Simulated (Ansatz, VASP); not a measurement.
## AlBP2 in two plane-wave programs

Wanted: the spread between two codes on one cell, functional and k mesh. The cell is generated by rule, not measured, and may not be a known phase. The cell is taken from a series of runs on this material, whose earlier steps may have relaxed, scaled, displaced or heated it; both programs get it as it stands.

Main program and level: Ansatz 0.2.0; plane waves, with VASP 6.6.1 beside it; zone-centre phonons at PBEsol.

The structure was built from a prototype and need not be the compound's stable phase.

## 1. Set-up

It takes space group P3m1 (No. 156, trigonal). The conventional cell has a = 3.487 Å, b = 3.487 Å, c = 5.990 Å, α = 90.00°, β = 90.00°, γ = 120.00°. Nearest to Al lie 4 P at 2.26 to 2.37 Å. Nearest to B lie 4 P at 1.98 to 2.10 Å. P has 3 B at 2.10 Å and 1 Al at 2.37 Å nearest. P has 1 B at 1.98 Å and 3 Al at 2.26 Å nearest. Farther neighbours are not listed.

## 2. VASP: zone-centre phonons, PBEsol

Second derivatives magnify differences that forces hide, and they need a tight electronic threshold.

Lines of VASP's logs that name or quote its potential files are left out, and so is its time.

INCAR

```
SYSTEM = AlBP2
PREC = Accurate
ENCUT = 500
EDIFF = 1E-08
NELM = 120
ISMEAR = 0
SIGMA = 0.01
LREAL = .FALSE.
ALGO = Normal
GGA = PS
NBANDS = 14
LORBIT = 11
LWAVE = .FALSE.
LCHARG = .FALSE.
ISIF = 2
IBRION = 8
LEPSILON = .TRUE.
LASPH = .TRUE.
GGA_COMPAT = .FALSE.
EFERMI = MIDGAP
KPAR = 2
```

POSCAR

```
AlBP2
1.0
    3.4872035815      0.0000029296      0.0000000000
   -1.7436043278      3.0200054249      0.0000000000
    0.0000000000      0.0000000000      5.9898400122
Al B P
1 1 2
Direct
    0.6666666667      0.3333333333      0.5068462916
    0.3333333334      0.6666666666      0.0049608715
    0.6666666667      0.3333333333      0.9031568127
    0.3333333334      0.6666666666      0.3350360242
```

KPOINTS

```
Automatic mesh
0
Gamma
12 12 6
0 0 0
```

PAW data sets: Al, B and P (PBE family, release 64).

Command:

```
> mpirun -np 2 vasp_std
```

Numbers of over 12 decimals in the logs are rounded to 6 here.

Output:

```text
[banner, memory and clock lines left out]
running    2 mpi-ranks, on    1 nodes
 distrk:  each k-point on    1 cores,    2 groups
 distr:  one band on    1 cores,    1 groups

 POSCAR found type information on POSCAR AlB P
 POSCAR found :  3 types and       4 ions
|                                                                             |
|               ----> ADVICE to this user running VASP <----                  |
|                                                                             |
|     You enforced a specific xc type in the INCAR file but a different       |
|     [... a line on the potential file left out ...]
|     I HOPE YOU KNOW WHAT YOU ARE DOING!                                     |
|                                                                             |

 LDA part: xc-table for (Slater+PW92), standard interpolation
 POSCAR, INCAR and KPOINTS ok, starting setup
 FFT: planning ... GRIDC
 FFT: planning ... GRID_SOFT
 FFT: planning ... GRID
 WAVECAR not read
 entering main loop
       N       E                     dE             d eps       ncg     rms          rms(c)
DAV:   1     0.348651561766E+02    0.34865E+02   -0.63108E+03  2800   0.936E+02
DAV:   2    -0.214749539467E+02   -0.56340E+02   -0.51311E+02  3832   0.147E+02
DAV:   3    -0.242484489684E+02   -0.27735E+01   -0.27476E+01  3808   0.329E+01
DAV:   4    -0.242810306888E+02   -0.32582E-01   -0.32569E-01  3344   0.429E+00
DAV:   5    -0.242816647460E+02   -0.63406E-03   -0.63397E-03  3936   0.573E-01    0.735E+00
DAV:   6    -0.235941172042E+02    0.68755E+00   -0.63538E-01  3436   0.553E+00    0.424E+00
DAV:   7    -0.234401220593E+02    0.15400E+00   -0.51253E-01  3764   0.438E+00    0.158E+00
DAV:   8    -0.234362682682E+02    0.38538E-02   -0.49793E-02  3322   0.156E+00    0.932E-01
DAV:   9    -0.234358310193E+02    0.43725E-03   -0.35318E-03  3808   0.376E-01    0.533E-01
DAV:  10    -0.234357093421E+02    0.12168E-03   -0.93553E-04  3350   0.179E-01    0.922E-02
DAV:  11    -0.234357315449E+02   -0.22203E-04   -0.10958E-04  3820   0.689E-02    0.284E-02
DAV:  12    -0.234357368071E+02   -0.52621E-05   -0.10847E-05  3610   0.236E-02    0.125E-02
DAV:  13    -0.234357392767E+02   -0.24696E-05   -0.43902E-06  3502   0.150E-02    0.352E-03
DAV:  14    -0.234357392917E+02   -0.15017E-07   -0.22238E-07  3520   0.330E-03    0.182E-03
DAV:  15    -0.234357393358E+02   -0.44068E-07   -0.54366E-08  3592   0.157E-03    0.473E-04
DAV:  16    -0.234357393515E+02   -0.15718E-07   -0.58206E-09  2012   0.537E-04    0.218E-04
DAV:  17    -0.234357393525E+02   -0.10441E-08   -0.11586E-09  1754   0.269E-04
   1 F= -.23435739E+02 E0= -.23435739E+02  d E =-.102292-115
 Linear response reoptimize wavefunctions to high precision
DAV:   1    -0.234357393501E+02    0.24031E-08   -0.22063E-10  2066   0.111E-04
DAV:   2    -0.234357393502E+02   -0.23306E-10   -0.38177E-11  1622   0.479E-05
 Linear response G [H, r] |phi>, progress :
  Direction:   1
       N       E                     dE             d eps       ncg     rms
RMM:   1    -0.863210932674E+02   -0.86321E+02   -0.79693E+01  7276   0.647E+01
RMM:   2    -0.577379726369E+02    0.28583E+02   -0.94251E+00  4712   0.193E+01
RMM:   3    -0.577942134071E+02   -0.56241E-01   -0.21219E-01  4919   0.280E+00
RMM:   4    -0.577946871043E+02   -0.47370E-03   -0.52716E-03  5152   0.442E-01
RMM:   5    -0.577947208267E+02   -0.33722E-04   -0.28681E-04  5198   0.777E-02
RMM:   6    -0.577947179152E+02    0.29116E-05   -0.24077E-05  5330   0.160E-02
RMM:   7    -0.577947168174E+02    0.10978E-05   -0.36933E-06  5327   0.346E-03
RMM:   8    -0.577947163909E+02    0.42643E-06    0.15481E-06  5366   0.901E-04
RMM:   9    -0.577947162284E+02    0.16250E-06   -0.11363E-06  4839   0.366E-04
RMM:  10    -0.577947161420E+02    0.86398E-07    0.11574E-05  3785   0.233E-04
RMM:  11    -0.577947161148E+02    0.27272E-07    0.54840E-06  3176   0.211E-04
RMM:  12    -0.577947160369E+02    0.77867E-07    0.94063E-07  2850   0.209E-04
RMM:  13    -0.577947161122E+02   -0.75355E-07    0.44155E-06  2518   0.208E-04
RMM:  14    -0.577947161651E+02   -0.52890E-07   -0.21150E-06  2203   0.208E-04
 Linear response G [H, r] |phi>, progress :
  Direction:   2
       N       E                     dE             d eps       ncg     rms
RMM:   1    -0.824946411788E+02   -0.82495E+02   -0.77307E+01  7170   0.638E+01
RMM:   2    -0.577524115572E+02    0.24742E+02   -0.84527E+00  4662   0.185E+01
RMM:   3    -0.578079072803E+02   -0.55496E-01   -0.18964E-01  4909   0.267E+00
RMM:   4    -0.578078061504E+02    0.10113E-03   -0.50668E-03  5109   0.433E-01
RMM:   5    -0.578078140907E+02   -0.79404E-05   -0.28286E-04  5169   0.760E-02
RMM:   6    -0.578078087224E+02    0.53683E-05   -0.26563E-05  5269   0.157E-02
RMM:   7    -0.578078076823E+02    0.10401E-05   -0.86689E-06  5293   0.343E-03
[...]
first order change of Fermi-energy   0.75147E+00
 force on displaced ion       1 direction 1 : -12.522  -0.000  -0.000
 Born effective charge ion    1 direction 1 :   1.852  -0.000  -0.000
 Linear response progress:
  Degree of freedom:   2/  8
       N       E                     dE             d eps       ncg     rms          rms(c)
RMM:   1    -0.132390988296E-01   -0.13239E-01    0.19295E-02  7556   0.788E-01
[...]
RMM:   6    -0.436837675031E-01    0.72976E-06   -0.68878E-07  4869   0.472E-03    0.162E-03
RMM:   7    -0.436731243891E-01    0.10643E-04   -0.19935E-07  4743   0.234E-03    0.421E-04
RMM:   8    -0.436744483193E-01   -0.13239E-05   -0.91430E-09  5042   0.481E-04    0.161E-04
RMM:   9    -0.436750528042E-01   -0.60448E-06    0.43447E-09  5070   0.215E-04    0.655E-05
RMM:  10    -0.436749787009E-01    0.74103E-07    0.35921E-08  4915   0.794E-05    0.164E-05
RMM:  11    -0.436749906862E-01   -0.11985E-07   -0.62327E-09  5035   0.358E-05    0.510E-06
RMM:  12    -0.436749873199E-01    0.33662E-08    0.16533E-10  5120   0.114E-05    0.229E-06
 first order change of Fermi-energy  -0.12643E+00
 force on displaced ion       2 direction 3 :   0.000  -0.000 -16.414
 Born effective charge ion    2 direction 3 :   0.000   0.000   0.686
 Linear response progress:
  Degree of freedom:   5/  8
       N       E                     dE             d eps       ncg     rms          rms(c)
RMM:   1    -0.471528517989E-01   -0.47153E-01    0.14724E-02 30321   0.145E+00
RMM:   2    -0.437873120902E-01    0.33655E-02   -0.17953E-03 19376   0.273E-01    0.134E-01
RMM:   3    -0.437935540398E-01   -0.62419E-05   -0.72026E-05 20857   0.516E-02    0.743E-02
RMM:   4    -0.440118726574E-01   -0.21832E-03   -0.50611E-05 20053   0.389E-02    0.833E-03
RMM:   5    -0.439887789464E-01    0.23094E-04   -0.19318E-06 21660   0.799E-03    0.428E-03
RMM:   6    -0.439771483059E-01    0.11631E-04    0.52950E-08 21887   0.180E-03    0.222E-03
RMM:   7    -0.439794417398E-01   -0.22934E-05    0.79927E-08 21722   0.750E-04    0.393E-04
RMM:   8    -0.439786048565E-01    0.83688E-06    0.23185E-07 22260   0.196E-04    0.495E-05
RMM:   9    -0.439783182234E-01    0.28663E-06    0.34769E-08 22294   0.618E-05    0.184E-05
RMM:  10    -0.439783614481E-01   -0.43225E-07   -0.19613E-08 22457   0.211E-05    0.674E-06
RMM:  11    -0.439783529232E-01    0.85249E-08    0.13390E-08 22258   0.977E-06    0.108E-06
 first order change of Fermi-energy   0.10776E+00
 force on displaced ion       3 direction 1 :  -9.782  -0.001  -0.000
 Born effective charge ion    3 direction 1 :  -0.773   0.000  -0.000
 Linear response progress:
  Degree of freedom:   6/  8
       N       E                     dE             d eps       ncg     rms          rms(c)
RMM:   1    -0.642483355977E-01   -0.64248E-01    0.26685E-02  6466   0.147E+00
RMM:   2    -0.602019149851E-01    0.40464E-02   -0.24898E-03  4461   0.308E-01    0.102E-01
RMM:   3    -0.600693083332E-01    0.13261E-03   -0.16799E-04  4719   0.691E-02    0.546E-02
RMM:   4    -0.600423667786E-01    0.26942E-04   -0.33252E-05  4800   0.288E-02    0.193E-02
RMM:   5    -0.600579624191E-01   -0.15596E-04   -0.54368E-06  4765   0.124E-02    0.544E-03
RMM:   6    -0.600583913950E-01   -0.42898E-06   -0.34886E-07  4831   0.329E-03    0.107E-03
RMM:   7    -0.600584152614E-01   -0.23866E-07   -0.13969E-08  4932   0.808E-04    0.433E-04
RMM:   8    -0.600588186469E-01   -0.40339E-06   -0.39431E-09  4985   0.328E-04    0.101E-04
RMM:   9    -0.600589101045E-01   -0.91458E-07   -0.88095E-09  5078   0.925E-05    0.361E-05
RMM:  10    -0.600588874377E-01    0.22667E-07   -0.15621E-09  4955   0.499E-05    0.175E-05
RMM:  11    -0.600588855393E-01    0.18984E-08   -0.45615E-10  5186   0.158E-05    0.360E-06
 first order change of Fermi-energy   0.41593E+00
 force on displaced ion       3 direction 3 :   0.000   0.000 -17.240
 Born effective charge ion    3 direction 3 :   0.000   0.000  -0.559
 Linear response progress:
  Degree of freedom:   7/  8
       N       E                     dE             d eps       ncg     rms          rms(c)
RMM:   1    -0.504621888399E-01   -0.50462E-01    0.15377E-03 29556   0.138E+00
RMM:   2    -0.472431380515E-01    0.32191E-02   -0.18763E-03 19633   0.257E-01    0.112E-01
RMM:   3    -0.475524217919E-01   -0.30928E-03   -0.20405E-04 19830   0.664E-02    0.612E-02
RMM:   4    -0.480658075746E-01   -0.51339E-03   -0.16699E-04 19960   0.531E-02    0.145E-02
RMM:   5    -0.480513836773E-01    0.14424E-04   -0.66511E-06 21296   0.138E-02    0.537E-03
RMM:   6    -0.480535177319E-01   -0.21341E-05   -0.44541E-08 21984   0.187E-03    0.420E-03
RMM:   7    -0.480614158326E-01   -0.78981E-05   -0.22975E-07 21101   0.132E-03    0.282E-04
RMM:   8    -0.480604938276E-01    0.92201E-06    0.18020E-07 22562   0.254E-04    0.197E-04
RMM:   9    -0.480599338719E-01    0.55996E-06   -0.14209E-07 21992   0.935E-05    0.423E-05
RMM:  10    -0.480601675658E-01   -0.23369E-06   -0.63441E-08 22275   0.371E-05    0.791E-06
RMM:  11    -0.480601373912E-01    0.30175E-07    0.26962E-08 22546   0.145E-05    0.477E-06
RMM:  12    -0.480601516432E-01   -0.14252E-07   -0.54999E-09 21734   0.885E-06    0.174E-06
RMM:  13    -0.480601519072E-01   -0.26397E-09    0.82356E-09 13963   0.709E-06    0.173E-07
 first order change of Fermi-energy  -0.54326E+00
 force on displaced ion       4 direction 1 : -12.785  -0.000  -0.000
 Born effective charge ion    4 direction 1 :  -1.691   0.000  -0.000
 Linear response progress:
  Degree of freedom:   8/  8
       N       E                     dE             d eps       ncg     rms          rms(c)
RMM:   1    -0.690666231445E-01   -0.69067E-01    0.47160E-02  6194   0.163E+00
RMM:   2    -0.649567244535E-01    0.41099E-02   -0.28093E-03  4370   0.336E-01    0.184E-01
RMM:   3    -0.647631472692E-01    0.19358E-03   -0.14038E-03  4414   0.146E-01    0.816E-02
RMM:   4    -0.649393267392E-01   -0.17618E-03   -0.10471E-04  4714   0.461E-02    0.354E-02
RMM:   5    -0.650510532250E-01   -0.11173E-03   -0.15631E-05  4718   0.200E-02    0.683E-03
RMM:   6    -0.650765250387E-01   -0.25472E-04   -0.16106E-06  4768   0.618E-03    0.336E-03
RMM:   7    -0.650668752794E-01    0.96498E-05   -0.40226E-07  4801   0.263E-03    0.817E-04
RMM:   8    -0.650724669176E-01   -0.55916E-05   -0.53513E-08  4892   0.888E-04    0.154E-04
RMM:   9    -0.650717678720E-01    0.69905E-06    0.11396E-11  5040   0.170E-04    0.740E-05
RMM:  10    -0.650718942374E-01   -0.12637E-06    0.78047E-09  5104   0.704E-05    0.317E-05
RMM:  11    -0.650719434688E-01   -0.49231E-07    0.13465E-08  5144   0.256E-05    0.746E-06
RMM:  12    -0.650719398610E-01    0.36078E-08    0.94641E-09  5010   0.141E-05    0.304E-06
 first order change of Fermi-energy  -0.10890E+01
 force on displaced ion       4 direction 3 :   0.000   0.000 -19.290
 Born effective charge ion    4 direction 3 :   0.000   0.000  -2.346
 Born effective charges drift removed
 Linear response finished
```

(Part 1 of 3 ends here.)

[Lines on the potential files, build, host, timing and source positions are cut from VASP's logs without a mark.]

[Logs are printed without paths, hosts, clocks, repeated set-up lines and the standing remarks that a program may print on its own settings, such as how far it seeks lower states.]

[Hosts, paths, dates, database ids (printed as entryN), source tags and the programs' standing remarks are cut or masked in the printed files.]
